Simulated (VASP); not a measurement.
Crystal: BeHF3.

```xyz
5
Lattice="3.7688 0.0000 0.0000 0.0000 3.7688 0.0000 0.0000 0.0000 3.7688" Properties=species:S:1:pos:R:3 pbc="T T T"
Be    1.8844    1.8844    1.8844
H     0.0000    0.0000    0.0000
F     0.0000    1.8844    1.8844
F     1.8844    0.0000    1.8844
F     1.8844    1.8844    0.0000
```

The cell was built by a generator and needn't be a form met in nature.

```yaml
Program: VASP 6.6.1
Task: relaxation of cell and atoms
Functional: PBE
Potentials_or_basis: VASP PAW PBE potentials, release 64 (Be, H, F)
Cutoff: 600 eV
k_mesh: 7 × 7 × 7
Occupations: gaussian, width 0.05 eV
Spin: no spin polarisation
```

At the start: pressure -16.9 GPa; volume 10.71 Å³/atom.

Task: Where does the relaxation end?

Result: Over 4 steps the energy falls by 169.3 meV/atom and the volume is 8.17 Å³/atom (-23.7 %); space group Pm-3m (No. 221, to 0.05 Å).

The path:
| step | energy change (eV) | largest force (eV/Å) | pressure (GPa) | volume (Å³) |
| --- | --- | --- | --- | --- |
| 1 | 0.0000 | 0.0000 | -16.94 | 53.53 |
| 2 | -0.7125 | 0.0000 | -9.12 | 45.23 |
| 3 | -0.8444 | 0.0000 | -1.37 | 41.43 |
| 4 | -0.8466 | 0.0000 | 0.19 | 40.84 |

Final structure:
```cif
data_structure
_symmetry_space_group_name_H-M 'P 1'
_symmetry_Int_Tables_number 1
_cell_length_a 3.4438
_cell_length_b 3.4438
_cell_length_c 3.4438
_cell_angle_alpha 90.000
_cell_angle_beta 90.000
_cell_angle_gamma 90.000
_cell_volume 40.84
loop_
_atom_site_label
_atom_site_type_symbol
_atom_site_fract_x
_atom_site_fract_y
_atom_site_fract_z
_atom_site_occupancy
Be1 Be 0.50000 0.50000 0.50000 1
H1 H 0.00000 0.00000 0.00000 1
F1 F 0.00000 0.50000 0.50000 1
F2 F 0.50000 0.00000 0.50000 1
F3 F 0.50000 0.50000 0.00000 1
```

Caveat: the volume moved by over 15 % at a fixed basis, so the end points are rough.
